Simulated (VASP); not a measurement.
# TiSb in VASP: single point with PBE

Aim: the single point of TiSb with PBE.

All numbers are computed with VASP 6.6.1; they aren't measurements. Logs are shortened: lines on timing, memory, paths and dates and some standing lists are left out, and cuts for length are marked.

## 1. The sheet as given

The cell holds a sheet with vacuum, 2 atoms: a = 4.557 Å, b = 4.557 Å, c = 16.000 Å, α = 90.00°, β = 90.00°, γ = 120.00°.

The cell was built by a generator and needn't be a form met in nature.

## 2. Single point, PBE

The input, INCAR:

```
SYSTEM = TiSb
  PREC = Accurate
  ENCUT = 520
  EDIFF = 1E-7
  ISMEAR = 0
  SIGMA = 0.1
  LREAL = .False.
  LASPH = .True.
  NELM = 100
  ALGO = Normal
  ISIF = 2
  LWAVE = .False.
  LCHARG = .False.
  LDIPOL = .True.
  IDIPOL = 3
  DIPOL = 0.5 0.5 0.500
  GGA = PE
  NBANDS = 16
```

The input, KPOINTS:

```
Automatic mesh
0
Gamma
  6 6 1
  0 0 0
```

The input, POSCAR:

```
TiSb
1.0
    4.5566133400      0.0000000000      0.0000000000
   -2.2783060600      3.9461433400      0.0000000000
    0.0000000000      0.0000000000     16.0000000000
Ti Sb
1 1
Direct
    0.6666666700      0.3333333300      0.5543473900
    0.3333333300      0.6666666700      0.4456526100
```

Potentials or basis: VASP PAW PBE potentials, release 64 (Ti_sv, Sb).

Command:

```
$ cat potpaw_PBE.64/Ti_sv/POTCAR potpaw_PBE.64/Sb/POTCAR > POTCAR
$ mpirun -np 1 vasp_std > vasp.out
```

OUTCAR:

```text
SYSTEM = TiSb
   PREC = Accurate
   ENCUT = 520
   EDIFF = 1E-7
   ISMEAR = 0
   LREAL = .False.
   LASPH = .True.
   NELM = 100
   ISIF = 2
   GGA = PE

 ion  position               nearest neighbor table
   1  0.667  0.333  0.554-   2 3.15   2 3.15   2 3.15
   2  0.333  0.667  0.446-   1 3.15   1 3.15   1 3.15

  LATTYP: Found a hexagonal cell.
 ALAT       =     4.5566133400
 C/A-ratio  =     3.5113797916

  Lattice vectors:

 A1 = (   4.5566133400,   0.0000000000,   0.0000000000)
 A2 = (  -2.2783060600,   3.9461433400,   0.0000000000)
 A3 = (   0.0000000000,   0.0000000000,  16.0000000000)

Analysis of symmetry for initial positions (statically):
=====================================================================
 Subroutine PRICEL returns:
 Original cell was already a primitive cell.

 Routine SETGRP: Setting up the symmetry group for a
 hexagonal supercell.

 Subroutine GETGRP returns: Found  6 space group operations
 (whereof  6 operations were pure point group operations)
 out of a pool of 24 trial point group operations.

The static configuration has the point symmetry C_3v.

Analysis of symmetry for dynamics (positions and initial velocities):
=====================================================================
 Subroutine PRICEL returns:
 Original cell was already a primitive cell.

 Routine SETGRP: Setting up the symmetry group for a
 hexagonal supercell.

 Subroutine GETGRP returns: Found  6 space group operations
 (whereof  6 operations were pure point group operations)
 out of a pool of 24 trial point group operations.

The dynamic configuration has the point symmetry C_3v.

 Subroutine INISYM returns: Found  6 space group operations
 (whereof  6 operations are pure point group operations),
 and found     1 'primitive' translations

----------------------------------------------------------------------------------------

                                     Primitive cell

  volume of cell :     287.6968

  direct lattice vectors                    reciprocal lattice vectors
     4.556613340  0.000000000  0.000000000     0.219461237  0.126705956  0.000000000
    -2.278306060  3.946143340  0.000000000     0.000000000  0.253411981  0.000000000
     0.000000000  0.000000000 16.000000000     0.000000000  0.000000000  0.062500000

  length of vectors
     4.556613340  4.556613409 16.000000000     0.253411985  0.253411981  0.062500000

  position of ions in fractional coordinates (direct lattice)
     0.666666670  0.333333330  0.554347390
     0.333333330  0.666666670  0.445652610

  ion indices of the primitive-cell ions
   primitive index   ion index
                 1           1
                 2           2

----------------------------------------------------------------------------------------

 KPOINTS: Automatic mesh

Automatic generation of k-mesh.
 Grid dimensions read from file:
 generate k-points for:    6    6    1

 Generating k-lattice:

  Cartesian coordinates                     Fractional coordinates (reciprocal lattice)
     0.036576873  0.021117659  0.000000000     0.166666667  0.000000000  0.000000000
     0.000000000  0.042235330  0.000000000     0.000000000  0.166666667  0.000000000
     0.000000000  0.000000000  0.062500000     0.000000000  0.000000000  1.000000000

  Length of vectors
     0.042235331  0.042235330  0.062500000

  Shift w.r.t. Gamma in fractional coordinates (k-lattice)
     0.000000000  0.000000000  0.000000000

 Subroutine IBZKPT returns following result:
 ===========================================

 Found      7 irreducible k-points:

 Following reciprocal coordinates:
            Coordinates               Weight
  0.000000  0.000000  0.000000      1.000000
  0.166667 -0.000000  0.000000      6.000000
  0.333333  0.000000  0.000000      6.000000
  0.500000 -0.000000  0.000000      3.000000
  0.166667  0.166667  0.000000      6.000000
  0.333333  0.166667  0.000000     12.000000
  0.333333  0.333333  0.000000      2.000000
   k-points           NKPTS =      7   k-points in BZ     NKDIM =      7   number of bands    NBANDS=     16
   number of dos      NEDOS =    301   number of ions     NIONS =      2
   total plane-waves  NPLWV = 155520
   dimension x,y,z NGX =    36 NGY =   36 NGZ =  120
   dimension x,y,z NGXF=    72 NGYF=   72 NGZF=  240
   ions per type =               1   1
   NGX,Y,Z   is equivalent  to a cutoff of  13.13, 13.13, 12.47 a.u.
   NGXF,Y,Z  is equivalent  to a cutoff of  26.27, 26.27, 24.94 a.u.
 SYSTEM =  TiSb
   PREC   = accura    normal or accurate (medium, high low for compatibility)
   ISTART =      0    job   : 0-new  1-cont  2-samecut
   ICHARG =      2    charge: 1-file 2-atom 10-const
   ISPIN  =      1    spin polarized calculation?
   LNONCOLLINEAR =      F non collinear calculations
   LSORBIT =      F    spin-orbit coupling
   LASPH  =      T    aspherical Exc in radial PAW
   ENCUT  =  520.0 eV  38.22 Ry    6.18 a.u.   8.47  8.47 29.75*2*pi/ulx,y,z
   NELM   =    100;   NELMIN=  2; NELMDL= -5     # of ELM steps
   EDIFF  = 0.1E-06   stopping-criterion for ELM
   LREAL  =      F    real-space projection
   EDIFFG = 0.1E-05   stopping-criterion for IOM
   NSW    =      0    number of steps for IOM
   IBRION =     -1    ionic relax: 0-MD 1-quasi-New 2-CG
   NFREE  =      0    steps in history (QN), initial steepest desc. (CG)
   ISIF   =      2    stress and relaxation
   ISYM   =      2    0-nonsym 1-usesym 2-fastsym
   POTIM  = 0.5000    time-step for ionic-motion
   TEBEG  =    0.0;   TEEND  =   0.0 temperature during run
   PSTRESS=    0.0 pullay stress
   NELECT =      17.0000    total number of electrons
   NUPDOWN=      -1.0000    fix difference up-down
   EMIN   =  10.00;   EMAX   =-10.00  energy-range for DOS
   EFERMI =   0.00;   METHOD = LEGACY
   ISMEAR =     0;   SIGMA  =   0.10  broadening in eV -4-tet -1-fermi 0-gaus
   EFERMI_NEDOS =   21; number of points for ismear=-14 and -15
   IALGO  =     38    algorithm
   IMIX   =      4    mixing-type and parameters
     AMIX     =   0.40;   BMIX     =  1.00
     AMIX_MAG =   1.60;   BMIX_MAG =  1.00
  volume/ion in A,a.u.               =     143.85       970.74
  Fermi-wavevector in a.u.,A,eV,Ry     =   0.637646  1.204976  5.532021  0.406592
  Thomas-Fermi vector in A             =   1.702722
   LORBIT       =      0    0 simple, 1 ext, 2 COOP (PROOUT), +10 PAW based schemes
   GGA     = PE    functional components
   LHFCALC =     F    Hartree Fock is set to
   AEXX    =    0.0000 exact exchange contribution
   IVDW    =     0    specifies the selected vdW correction
   LEPSILON=     F    determine dielectric tensor
   LRPA    =     F    only Hartree local field effects (RPA)
 non-spin polarized calculation
 Gauss-broadening in eV      SIGMA  =   0.10
  energy-cutoff  :      520.00
  volume of cell :      287.70
 maximum number of plane-waves:      7777
 NGX is ok and might be reduce to    36
   NGX = 17   NGY = 17   NGZ = 59

 number of electron      16.9999998 magnetization

 dipolmoment           0.000000      0.000000     -0.156347 electrons x Angstroem

 Free energy of the ion-electron system (eV)
  ---------------------------------------------------
  ext. energy  EPLUGINS =         0.00000000
  ---------------------------------------------------
  free energy    TOTEN  =        -8.66252128 eV

  energy without entropy =       -8.60616653  energy(sigma->0) =       -8.63434390

 E-fermi :  -1.9241     XC(G=0):  -3.1127

 val. band max:       -1.9589777841   @ k =   0.3333   0.3333   0.0000
 cond. band min:      -1.9236212102   @ k =   0.1667  -0.0000   0.0000
 fundamental gap:      0.0353565739
 Fermi energy:        -1.9241101385

 k-point     1 :       0.0000    0.0000    0.0000
  band No.  band energies     occupation
      1     -59.9115      2.00000
      2     -36.2194      2.00000
      3     -36.1221      2.00000
      4     -36.1221      2.00000
      5     -10.4327      2.00000
      6      -4.1319      2.00000
[... 8 lines left out ...]
     15       1.0534      0.00000
     16       1.9136      0.00000

 k-point     2 :       0.1667   -0.0000    0.0000
  band No.  band energies     occupation
      1     -59.9115      2.00000
      2     -36.2193      2.00000
      3     -36.1228      2.00000
      4     -36.1223      2.00000
      5     -10.3176      2.00000
      6      -3.9384      2.00000
[... 8 lines left out ...]
     15       1.3863      0.00000
     16       2.3895      0.00000

 k-point     3 :       0.3333    0.0000    0.0000
  band No.  band energies     occupation
      1     -59.9114      2.00000
      2     -36.2191      2.00000
      3     -36.1242      2.00000
      4     -36.1226      2.00000
      5     -10.0606      2.00000
      6      -3.9195      2.00000
[... 8 lines left out ...]
     15       1.6292      0.00000
     16       2.1789      0.00000

 k-point     4 :       0.5000   -0.0000    0.0000
  band No.  band energies     occupation
      1     -59.9114      2.00000
      2     -36.2190      2.00000
      3     -36.1248      2.00000
      4     -36.1228      2.00000
      5      -9.9147      2.00000
      6      -4.2627      2.00000
[... 8 lines left out ...]
     15       1.4989      0.00000
     16       2.5866      0.00000

 k-point     5 :       0.1667    0.1667    0.0000
  band No.  band energies     occupation
      1     -59.9114      2.00000
      2     -36.2191      2.00000
      3     -36.1237      2.00000
      4     -36.1227      2.00000
      5     -10.1295      2.00000
      6      -3.7389      2.00000
[... 8 lines left out ...]
     15       1.8665      0.00000
     16       2.5533      0.00000

 k-point     6 :       0.3333    0.1667    0.0000
  band No.  band energies     occupation
      1     -59.9114      2.00000
      2     -36.2190      2.00000
      3     -36.1245      2.00000
      4     -36.1231      2.00000
      5      -9.9181      2.00000
      6      -4.0341      2.00000
[... 8 lines left out ...]
     15       1.6981      0.00000
     16       2.6175      0.00000

 k-point     7 :       0.3333    0.3333    0.0000
  band No.  band energies     occupation
      1     -59.9114      2.00000
      2     -36.2189      2.00000
      3     -36.1242      2.00000
      4     -36.1239      2.00000
      5      -9.8444      2.00000
      6      -3.7262      2.00000
[... 8 lines left out ...]
     15       1.4428      0.00000
     16       2.2856      0.00000

------------------------ aborting loop because EDIFF is reached ----------------------------------------

 vacuum level on the upper side and lower side of the slab       (xc-potential included)        -0.975         0.618

  FORCE on cell =-STRESS in cart. coord.  units (eV):
  Direction    XX          YY          ZZ          XY          YZ          ZX
  --------------------------------------------------------------------------------------
  -------------------------------------------------------------------------------------
  Total       -5.5147693     -5.5147706     -4.1906250     -0.0000009      0.0000000      0.0000000
  in kB      -30.7116337    -30.7116404    -23.3375018     -0.0000047      0.0000000      0.0000000
  external PRESSURE =     -28.2535919 kB  Pullay stress =       0.0000000 kB

 VOLUME and BASIS-vectors are now :
 -----------------------------------------------------------------------------
  energy-cutoff  :      520.00
  volume of cell :      287.70
      direct lattice vectors                 reciprocal lattice vectors
     4.556613340  0.000000000  0.000000000     0.219461237  0.126705956  0.000000000
    -2.278306060  3.946143340  0.000000000     0.000000000  0.253411981  0.000000000
     0.000000000  0.000000000 16.000000000     0.000000000  0.000000000  0.062500000

 POSITION                                       TOTAL-FORCE (eV/Angst)
 -----------------------------------------------------------------------------------
      2.27831      1.31538      8.86956        -0.000000      0.000000     -2.409938
      0.00000      2.63076      7.13044         0.000000     -0.000000      2.409938
 -----------------------------------------------------------------------------------
    total drift:                               -0.000041      0.000023     -0.000261

  FREE ENERGIE OF THE ION-ELECTRON SYSTEM (eV)
  ---------------------------------------------------
  free  energy   TOTEN  =        -8.6625212821 eV

  energy  without entropy=       -8.6061665274  energy(sigma->0) =       -8.63434390

 vacuum level on the upper side and lower side of the slab         0.968         2.612
```

Wall time 82 s (1 thread of Intel Xeon Platinum 8488C (Sapphire Rapids), shared host); peak memory 0.42 GiB.

Results:

| Quantity | Value |
| --- | --- |
| Free energy | -8.6625 eV |
| Largest force | 2.410 eV/Å |
| Band gap on the k mesh | none (metal or under the smearing width) |

Forces on the atoms (eV/Å):
```
Ti   0.000  0.000 -2.410
Sb   0.000  0.000  2.410
```

Spin-orbit coupling is left out, which matters for the levels of Sb.
